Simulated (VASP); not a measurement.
# Tl (Thallium): accuracy against cost in the SCF solver and PAW data sets

A convergence test on Tl (Thallium): the SCF solver and PAW data sets. The series runs use r2SCAN. The SCF solver tried: ALGO = Normal; ALGO = Fast; ALGO = VeryFast; ALGO = All; ALGO = Damped; AMIX = 0.1, BMIX = 0.01; AMIX = 0.8; IMIX = 1, AMIX = 0.2. The PAW data sets tried: minimal 64: Tl; recommended 64: Tl_d; recommended 54: Tl_d; gw 64: Tl_d_GW. The start is a cell from a database of measured crystal structures.

Method: r2SCAN; plane waves and PAW (Tl_d), in the first sound run; inputs show where later runs differ, in VASP 6.6.1.

## (1) The structure

Symmetry: P6_3/mmc, No. 194, hexagonal system. The conventional cell has a = 3.456 Å, b = 3.456 Å, c = 5.525 Å, α = 90.00°, β = 90.00°, γ = 120.00°. Nearest to Tl lie 12 Tl at 3.41 to 3.46 Å.

Structure file:

```xyz
2
Lattice="3.4560 0.0000 0.0000 -1.7280 2.9930 0.0000 0.0000 0.0000 5.5250" Properties=species:S:1:pos:R:3 pbc="T T T"
Tl    0.0000    1.9953    1.3813
Tl    1.7280    0.9977    4.1438
```

## (2) SCF solver: ALGO = Normal

All solvers should reach one answer; they differ in cycles and robustness. r2SCAN adds the kinetic-energy density, costs more than a GGA and is run with LASPH.

Contents of INCAR:

```
SYSTEM = Tl
PREC = Accurate
ENCUT = 400
EDIFF = 1E-06
NELM = 100
ISMEAR = -1
SIGMA = 0.05
LREAL = .FALSE.
ALGO = Normal
METAGGA = R2SCAN
LASPH = .TRUE.
NBANDS = 19
LORBIT = 11
LWAVE = .FALSE.
LCHARG = .FALSE.
KPAR = 2
ISIF = 2
```

Contents of POSCAR:

```
Tl
1.0
    3.4560000000      0.0000000000      0.0000000000
   -1.7280000000      2.9929837955      0.0000000000
    0.0000000000      0.0000000000      5.5250000000
Tl
2
Direct
    0.3333333333      0.6666666667      0.2500000000
    0.6666666667      0.3333333333      0.7500000000
```

Contents of KPOINTS:

```
Automatic mesh
0
Gamma
7 7 4
0 0 0
```

Potentials, in the order of the species: Tl_d (PBE family, release 64).

Launch:

```sh
> mpirun -np 2 vasp_std
```

What it wrote:

```text
[banner, memory and clock lines left out]
running    2 mpi-ranks, on    1 nodes
 distrk:  each k-point on    1 cores,    2 groups
 distr:  one band on    1 cores,    1 groups

 POSCAR found type information on POSCAR Tl
 POSCAR found :  1 types and       2 ions
|                                                                             |
|               ----> ADVICE to this user running VASP <----                  |
|                                                                             |
|     You enforced a specific xc type in the INCAR file but a different       |
|     [... a line on the potential file left out ...]
|     I HOPE YOU KNOW WHAT YOU ARE DOING!                                     |
|                                                                             |

 LDA part: xc-table for (None), standard interpolation
 POSCAR, INCAR and KPOINTS ok, starting setup
 FFT: planning ... GRIDC
 FFT: planning ... GRID_SOFT
 FFT: planning ... GRID
 WAVECAR not read
 entering main loop
       N       E                     dE             d eps       ncg     rms          rms(c)
DAV:   1     0.449455319324E+01    0.44946E+01   -0.12844E+04   936   0.108E+03
DAV:   2    -0.111628483702E+03   -0.11612E+03   -0.11412E+03   983   0.252E+02
DAV:   3    -0.113816831138E+03   -0.21883E+01   -0.21776E+01  1050   0.307E+01
DAV:   4    -0.113833115563E+03   -0.16284E-01   -0.16282E-01   983   0.283E+00
DAV:   5    -0.113833371437E+03   -0.25587E-03   -0.25587E-03  1022   0.348E-01    0.302E+00
DAV:   6    -0.106279452290E+03    0.75539E+01   -0.26945E+00   935   0.148E+01    0.369E+00
DAV:   7    -0.106271862534E+03    0.75898E-02   -0.25585E-02   957   0.123E+00    0.273E+00
DAV:   8    -0.106270273445E+03    0.15891E-02   -0.59004E-02   932   0.186E+00    0.495E-01
DAV:   9    -0.106268396100E+03    0.18773E-02   -0.49044E-03   942   0.558E-01    0.649E-02
DAV:  10    -0.106268408527E+03   -0.12427E-04   -0.13928E-03   969   0.301E-01    0.582E-02
DAV:  11    -0.106268397378E+03    0.11149E-04   -0.31319E-05   989   0.355E-02    0.435E-02
DAV:  12    -0.106268373549E+03    0.23829E-04   -0.12264E-04   933   0.890E-02    0.557E-03
DAV:  13    -0.106268374459E+03   -0.91024E-06   -0.18153E-06   798   0.969E-03
   1 F= -.10626837E+03 E0= -.10626098E+03  d E =-.147800E-01
```

Elapsed: 11 s, on 2 MPI ranks of Intel Xeon 6975P-C (Granite Rapids), shared host; peak memory 0.3 GiB; 22 s of CPU time.

The logs omit lines about the potential files and the build; timing stands in the text.

OUTCAR, selected parts (step 2):

```text
ion  position               nearest neighbor table
   1  0.333  0.667  0.250-   2 3.41   2 3.41   2 3.41   2 3.41   2 3.41   2 3.41
   2  0.667  0.333  0.750-   1 3.41   1 3.41   1 3.41   1 3.41   1 3.41   1 3.41

  LATTYP: Found a hexagonal cell.
 ALAT       =     3.4560000000
 C/A-ratio  =     1.5986689815

 Subroutine GETGRP returns: Found 24 space group operations
 (whereof 12 operations were pure point group operations)

The static configuration has the point symmetry D_3d.
 The point group associated with its full space group is D_6h.

 Found     24 irreducible k-points:

   k-points           NKPTS =     24   k-points in BZ     NKDIM =     24   number of bands    NBANDS=     19

   dimension x,y,z NGX =    24 NGY =   24 NGZ =   36
   dimension x,y,z NGXF=    48 NGYF=   48 NGZF=   72

   ENCUT  =  400.0 eV  29.40 Ry    5.42 a.u.   5.64  5.64  9.01*2*pi/ulx,y,z

   NELECT =      26.0000    total number of electrons

 k-points in reciprocal lattice and weights: Automatic mesh
   0.00000000  0.00000000  0.00000000       0.005
   0.14285714  0.00000000  0.00000000       0.031
   0.28571429  0.00000000  0.00000000       0.031
   0.42857143  0.00000000  0.00000000       0.031
   0.14285714  0.14285714  0.00000000       0.031
   0.28571429  0.14285714  0.00000000       0.061
   0.42857143  0.14285714  0.00000000       0.031
   0.28571429  0.28571429  0.00000000       0.031
   0.00000000  0.00000000  0.25000000       0.010
[...]
0.42857143  0.14285714  0.50000000       0.031
   0.28571429  0.28571429  0.50000000       0.031

 average (electrostatic) potential at core
       1 -89.1246       2 -89.1246

 E-fermi :   6.5986

 k-point     1 :       0.0000    0.0000    0.0000
  band No.  band energies     occupation
    ...
      9      -5.1199      2.00000
     10      -5.1199      2.00000
     11      -3.9107      2.00000
     12       1.1569      2.00000
     13       3.6642      2.00000
     14      14.7840      0.00000
     15      14.7840      0.00000
     16      16.9478      0.00000
     17      16.9478      0.00000
     18      17.5091      0.00000
    ...

 k-point     2 :       0.1429    0.0000    0.0000
  band No.  band energies     occupation
    ...
      9      -5.1974      2.00000
     10      -5.1048      2.00000
     11      -3.5037      2.00000
     12       1.4149      2.00000
     13       4.1727      2.00000
     14      11.5462      0.00000
     15      13.3984      0.00000
     16      14.8365      0.00000
     17      17.0909      0.00000
     18      17.2855      0.00000
    ...

 k-point     3 :       0.2857    0.0000    0.0000
  band No.  band energies     occupation
    ...
      9      -5.2391      2.00000
     10      -5.0814      2.00000
     11      -2.2556      2.00000
     12       2.1691      2.00000
     13       5.5653      2.00000
     14       7.5199      0.00000
     15      11.2914      0.00000
     16      11.6866      0.00000
     17      14.0577      0.00000
     18      15.8071      0.00000
    ...

  Total        0.5336286      0.5336286      1.0080374      0.0000000      0.0000000      0.0000000
  in kB       14.9602668     14.9602668     28.2603059      0.0000000      0.0000000      0.0000000
  external PRESSURE =      19.3936131 kB  Pullay stress =       0.0000000 kB

  energy-cutoff  :      400.00
  volume of cell :       57.15
      direct lattice vectors                 reciprocal lattice vectors
     3.456000000  0.000000000  0.000000000     0.289351852  0.167057370  0.000000000
    -1.728000000  2.992983795  0.000000000     0.000000000  0.334114739  0.000000000
     0.000000000  0.000000000  5.525000000     0.000000000  0.000000000  0.180995475

 POSITION                                       TOTAL-FORCE (eV/Angst)
 -----------------------------------------------------------------------------------
     -0.00000      1.99532      1.38125         0.000000     -0.000000      0.000000
      1.72800      0.99766      4.14375        -0.000000      0.000000      0.000000
 -----------------------------------------------------------------------------------
    total drift:                               -0.000000      0.000000     -0.000000

  FREE ENERGIE OF THE ION-ELECTRON SYSTEM (eV)
  ---------------------------------------------------
  free  energy   TOTEN  =      -106.2683744588 eV

  energy  without entropy=     -106.2535944942  energy(sigma->0) =     -106.26098448

 total charge
# of ion       s       p       d       tot
------------------------------------------
    1        1.188   0.401   9.626  11.215
    2        1.188   0.401   9.626  11.215
--------------------------------------------------
tot          2.375   0.803  19.252  22.430

[... 3 further parts left out ...]
```

The k-mesh is coarse for a metal. The PAW data sets were made with PBE, which is usual practice but a small mismatch for other functionals.

This step gave:

- SCF cycles: 13
- electrons: 26
- bands: 19
- irreducible k-points: 24
- symmetry operations: 24
- free energy (TOTEN): -106.2684 eV
- energy at zero smearing: -106.2610 eV
- Fermi energy: 6.599 eV
- pressure: 1.939 GPa
- metallic: yes

The series starts at -53.1305 eV an atom and 1.94 GPa, after 13 cycles in 11 s.

## (3) SCF solver: ALGO = Fast

Changes to INCAR since step 2:

```diff
@@ -8,3 +8,3 @@
 LREAL = .FALSE.
-ALGO = Normal
+ALGO = Fast
 METAGGA = R2SCAN
```

POSCAR is that of step 2.

KPOINTS is that of step 2.

Launch:

```sh
> mpirun -np 2 vasp_std
```

What it wrote:

```text
[banner, memory and clock lines left out]
running    2 mpi-ranks, on    1 nodes
[...]
[... a notice as in an earlier step ...]

 LDA part: xc-table for (None), standard interpolation
 POSCAR, INCAR and KPOINTS ok, starting setup
[...]
entering main loop
       N       E                     dE             d eps       ncg     rms          rms(c)
[... 5 cycles as in an earlier step ...]
RMM:   6    -0.106273700330E+03    0.75597E+01   -0.24924E+00   912   0.136E+01    0.341E+00
RMM:   7    -0.106272090069E+03    0.16103E-02   -0.76390E-02   940   0.262E+00    0.260E+00
RMM:   8    -0.106270687176E+03    0.14029E-02   -0.48416E-02   923   0.156E+00    0.856E-01
RMM:   9    -0.106268302801E+03    0.23844E-02   -0.73399E-03   956   0.573E-01    0.841E-02
RMM:  10    -0.106268344601E+03   -0.41801E-04   -0.13319E-03  1001   0.286E-01    0.213E-02
RMM:  11    -0.106268386566E+03   -0.41964E-04   -0.36395E-04   976   0.166E-01    0.329E-02
RMM:  12    -0.106268374447E+03    0.12118E-04   -0.76233E-05  1008   0.629E-02    0.214E-02
RMM:  13    -0.106268374211E+03    0.23681E-06   -0.16056E-05   982   0.262E-02    0.952E-03
RMM:  14    -0.106268374393E+03   -0.18266E-06   -0.35127E-06   644   0.104E-02
   1 F= -.10626837E+03 E0= -.10626098E+03  d E =-.147800E-01
```

It took 14 s on 2 MPI ranks; peak memory 0.28 GiB.

OUTCAR, selected parts (step 3):

```text
  Total        0.5533612      0.5533612      1.0270717      0.0000000      0.0000000      0.0000000
  in kB       15.5134671     15.5134671     28.7939319      0.0000000      0.0000000      0.0000000
  external PRESSURE =      19.9402887 kB  Pullay stress =       0.0000000 kB

  FREE ENERGIE OF THE ION-ELECTRON SYSTEM (eV)
  ---------------------------------------------------
  free  energy   TOTEN  =      -106.2683743932 eV

  energy  without entropy=     -106.2535944331  energy(sigma->0) =     -106.26098441

[... 3 parts as in an earlier step ...]

[... 1 further part left out ...]
[key lines of the parts left out:]
E-fermi :   6.5984
```

Against the first of the series the energy stays within 0.01 meV an atom; the pressure moves by +0.05 GPa, after 14 cycles in 14 s.

## (4) SCF solver: ALGO = VeryFast

Changes to INCAR since step 3:

```diff
@@ -8,3 +8,3 @@
 LREAL = .FALSE.
-ALGO = Fast
+ALGO = VeryFast
 METAGGA = R2SCAN
```

POSCAR is that of step 3.

KPOINTS is that of step 3.

Launch:

```sh
> mpirun -np 2 vasp_std
```

What it wrote:

```text
[... set-up lines as in an earlier step ...]
 entering main loop
       N       E                     dE             d eps       ncg     rms          rms(c)
RMM:   1     0.154901429905E+03    0.15490E+03   -0.89242E+03   456   0.919E+02
RMM:   2    -0.707227820810E+02   -0.22562E+03   -0.22972E+03   456   0.256E+02
RMM:   3    -0.112233956882E+03   -0.41511E+02   -0.40632E+02   456   0.954E+01
RMM:   4    -0.113531384287E+03   -0.12974E+01   -0.37785E+01   456   0.353E+01
[...]
RMM:  19    -0.106268377254E+03    0.16307E-04   -0.20503E-05  1000   0.366E-02    0.201E-02
RMM:  20    -0.106268374733E+03    0.25219E-05   -0.25968E-05   986   0.390E-02    0.468E-03
RMM:  21    -0.106268374548E+03    0.18483E-06   -0.13866E-06   623   0.953E-03
   1 F= -.10626837E+03 E0= -.10626098E+03  d E =-.147800E-01
```

Elapsed: 19 s, on 2 MPI ranks; peak memory 0.28 GiB; 38 s of CPU time.

OUTCAR, selected parts (step 4):

```text
  Total        0.5381554      0.5381554      1.0120821     -0.0000000      0.0000000      0.0000000
  in kB       15.0871738     15.0871738     28.3736996     -0.0000000      0.0000000      0.0000000
  external PRESSURE =      19.5160157 kB  Pullay stress =       0.0000000 kB

  FREE ENERGIE OF THE ION-ELECTRON SYSTEM (eV)
  ---------------------------------------------------
  free  energy   TOTEN  =      -106.2683745477 eV

  energy  without entropy=     -106.2535945638  energy(sigma->0) =     -106.26098456

[... 3 parts as in an earlier step ...]

[... 1 further part left out ...]
[key lines of the parts left out:]
E-fermi :   6.5986
```

Against the first of the series the energy stays within 0.01 meV an atom; the pressure moves by +0.01 GPa, after 21 cycles in 19 s.

## (5) SCF solver: ALGO = All

Changes to INCAR since step 4:

```diff
@@ -8,3 +8,3 @@
 LREAL = .FALSE.
-ALGO = VeryFast
+ALGO = All
 METAGGA = R2SCAN
```

POSCAR is that of step 4.

KPOINTS is that of step 4.

Launch:

```sh
> mpirun -np 2 vasp_std
```

What it wrote:

```text
[... set-up lines as in an earlier step ...]
 entering main loop
       N       E                     dE             d eps       ncg     rms           ort
DAV:   1     0.449455319324E+01    0.44946E+01   -0.13247E+04   456   0.114E+03
DAV:   2    -0.111628483702E+03   -0.11612E+03   -0.11412E+03   456   0.252E+02
DAV:   3    -0.113816831138E+03   -0.21883E+01   -0.21776E+01   456   0.307E+01
DAV:   4    -0.113833115563E+03   -0.16284E-01   -0.16282E-01   456   0.283E+00
DAV:   5    -0.113833371437E+03   -0.25587E-03   -0.25587E-03   456   0.348E-01
SDA:   6    -0.105861802340E+03    0.79716E+01   -0.25587E-03   456   0.167E+01   0.000E+00
 gam= 0.000 g(H,U,f)=  0.152E+01 0.151E+00 0.896E-03 ort(H,U,f) = 0.000E+00 0.000E+00 0.000E+00
 gam= 0.000 trial= 0.400  step=  0.4318 mean=  0.4000
CGA:   7    -0.106223174845E+03   -0.36137E+00   -0.36110E+00   456   0.951E-01   0.946E-02
 gam= 0.057 g(H,U,f)=  0.811E-01 0.139E-01 0.137E-03 ort(H,U,f) =-0.349E-01 0.441E-01 0.296E-03
 gam= 0.057 trial= 0.403  step=  0.8150 mean=  0.4032
[...]
gam= 0.130 g(H,U,f)=  0.499E-04 0.120E-05 0.264E-07 ort(H,U,f) =-0.333E-05 0.774E-05 0.163E-06
 gam= 0.130 trial= 0.557  step=  0.8096 mean=  0.5571
CGA:  12    -0.106268371886E+03   -0.20416E-04   -0.20930E-04   456   0.642E-05  -0.406E-05
 gam= 0.126 g(H,U,f)=  0.570E-05 0.723E-06 0.807E-09 ort(H,U,f) =-0.352E-05-0.546E-06 0.356E-08
 gam= 0.126 trial= 0.582  step=  0.7248 mean=  0.5824
CGA:  13    -0.106268374090E+03   -0.22040E-05   -0.21430E-05   456   0.661E-06   0.854E-06
 gam= 0.103 g(H,U,f)=  0.468E-06 0.193E-06 0.267E-09 ort(H,U,f) = 0.535E-06 0.319E-06 0.282E-09
 gam= 0.103 trial= 0.597  step=  0.8159 mean=  0.5966
CGA:  14    -0.106268374405E+03   -0.31575E-06   -0.30551E-06   456   0.136E-06   0.977E-07
 gam= 0.206 g(H,U,f)=  0.101E-06 0.355E-07 0.690E-10 ort(H,U,f) = 0.119E-08 0.963E-07 0.142E-09
 gam= 0.206 trial= 0.619  step=-69.6593 mean=  0.6185
  continued last = 1.392  step=  1.1504 harm=  1.2254 4th-ord=  1.1504
  continued last = 0.928  step=  1.2005 harm=  1.2124 4th-ord=  1.2005
  steps along line     -0.61853E-04   0.61853E-04   0.61853E+00   0.13917E+01   0.92780E+00
  energies along line   0.96579E-11  -0.96579E-11  -0.97008E-07  -0.12617E-06  -0.12172E-06
 final diagonalization occupied
   1 F= -.10626837E+03 E0= -.10626098E+03  d E =-.147800E-01
```

The job ended after 16 s (2 MPI ranks; peak memory 0.31 GiB; 32 s of CPU time).

Parts of OUTCAR (step 5):

```text
  Total        0.5424811      0.5424811      1.0162015     -0.0000000      0.0000000     -0.0000000
  in kB       15.2084455     15.2084455     28.4891862     -0.0000000      0.0000000     -0.0000000
  external PRESSURE =      19.6353590 kB  Pullay stress =       0.0000000 kB

 POSITION                                       TOTAL-FORCE (eV/Angst)
 -----------------------------------------------------------------------------------
     -0.00000      1.99532      1.38125         0.000000      0.000000      0.000000
      1.72800      0.99766      4.14375        -0.000000     -0.000000      0.000000
 -----------------------------------------------------------------------------------
    total drift:                               -0.000000      0.000000     -0.000000

  FREE ENERGIE OF THE ION-ELECTRON SYSTEM (eV)
  ---------------------------------------------------
  free  energy   TOTEN  =      -106.2683744053 eV

  energy  without entropy=     -106.2535944010  energy(sigma->0) =     -106.26098440

[... 2 parts as in an earlier step ...]

[... 1 further part left out ...]
[key lines of the parts left out:]
E-fermi :   6.5986
```

Against the first of the series the energy stays within 0.01 meV an atom; the pressure moves by +0.02 GPa, after 14 cycles in 16 s.

## (6) SCF solver: ALGO = Damped

Changes to INCAR since step 5:

```diff
@@ -8,3 +8,3 @@
 LREAL = .FALSE.
-ALGO = All
+ALGO = Damped
 METAGGA = R2SCAN
```

POSCAR is that of step 5.

KPOINTS is that of step 5.

Launch:

```sh
> mpirun -np 2 vasp_std
```

What it wrote:

```text
[... set-up lines as in an earlier step ...]
 entering main loop
       N       E                     dE             d eps       ncg     rms           ort
DAV:   1     0.765702780465E+02    0.76570E+02   -0.12589E+04   456   0.114E+03
DAV:   2    -0.970757340245E+02   -0.17365E+03   -0.17037E+03   456   0.323E+02
DAV:   3    -0.112399815175E+03   -0.15324E+02   -0.15059E+02   456   0.973E+01
DAV:   4    -0.113670011302E+03   -0.12702E+01   -0.12510E+01   456   0.290E+01
[...]
DMP:  18    -0.106268373338E+03   -0.88513E-05   -0.15234E-05   456   0.258E-05   0.320E-05
DMP:  19    -0.106268373725E+03   -0.38661E-06   -0.10564E-05   456   0.383E-05  -0.312E-05
DMP:  20    -0.106268374264E+03   -0.53968E-06   -0.81713E-06   456   0.158E-05   0.121E-05
 final diagonalization occupied
   1 F= -.10626837E+03 E0= -.10626098E+03  d E =-.147796E-01
```

The job ended after 17 s (2 MPI ranks; peak memory 0.31 GiB; 32 s of CPU time).

From OUTCAR (step 6):

```text
  Total        0.5402357      0.5402357      1.0140037      0.0000000     -0.0000000      0.0000000
  in kB       15.1454960     15.1454960     28.4275695      0.0000000     -0.0000000      0.0000000
  external PRESSURE =      19.5728538 kB  Pullay stress =       0.0000000 kB

  FREE ENERGIE OF THE ION-ELECTRON SYSTEM (eV)
  ---------------------------------------------------
  free  energy   TOTEN  =      -106.2683742643 eV

  energy  without entropy=     -106.2535946864  energy(sigma->0) =     -106.26098448

[... 3 parts as in an earlier step ...]

[... 1 further part left out ...]
[key lines of the parts left out:]
E-fermi :   6.5992
```

Against the first of the series the energy stays within 0.01 meV an atom; the pressure moves by +0.02 GPa, after 20 cycles in 17 s.

(Part 1 of 2 ends here.)

[Lines on the potential files, build, host, timing and source positions are cut from VASP's logs without a mark.]

[Logs are printed without paths, hosts, clocks, repeated set-up lines and the standing remarks that a program may print on its own settings, such as how far it seeks lower states.]

[Hosts, paths, dates, database ids (printed as entryN), source tags and the programs' standing remarks are cut or masked in the printed files.]

[A measured line is paired with the nearest computed mode of its activity, which favours agreement.]
